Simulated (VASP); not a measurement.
Data:

```yaml
crystal:
  lattice:
    - [0.00000, 2.37391, 2.37391]
    - [2.37391, 0.00000, 2.37391]
    - [2.37391, 2.37391, 0.00000]
  atoms:
    - { symbol: B, position: [0.00000, 0.00000, 0.00000] }
    - { symbol: As, position: [0.25000, 0.25000, 0.25000] }
```

The numbers are results of HSEsol screened hybrid, VASP's PBE PAW potentials (set 64) (plane waves; VASP 6.6.1), not measurements. Numerical set-up: 520 eV cut-off, 8×8×8 Γ-centred mesh, Gaussian smearing of 0.050 eV, potentials B As.

Problem. Give the energy at these volumes per atom, relative to the lowest: 12.71, 13.13, 13.55, 13.97, 14.39 Å³.

Solution. 16.3, 1.3, 0.0, 10.5, 31.0 meV/atom. A third-order Birch-Murnaghan fit gives B0 = 152 GPa and B0′ = 3.9.

Measured: bulk modulus 142 GPa (computed value off by +7.2 %), as given by PMC11618452 (zinc blende boron arsenide), quoting Tian et al.; a 4.777 Å (computed value off by -0.6 %), as given by M J Lucero et al., Journal of Physics Condensed Matter (2012), arXiv:1111.4515. The calculation is for a static lattice, while the measured bulk modulus, a hold thermal and zero-point effects, which are part of the difference.

The compound is BAs in the zinc blende structure. It was relaxed first. The cell's shape comes from a PBE relaxation.
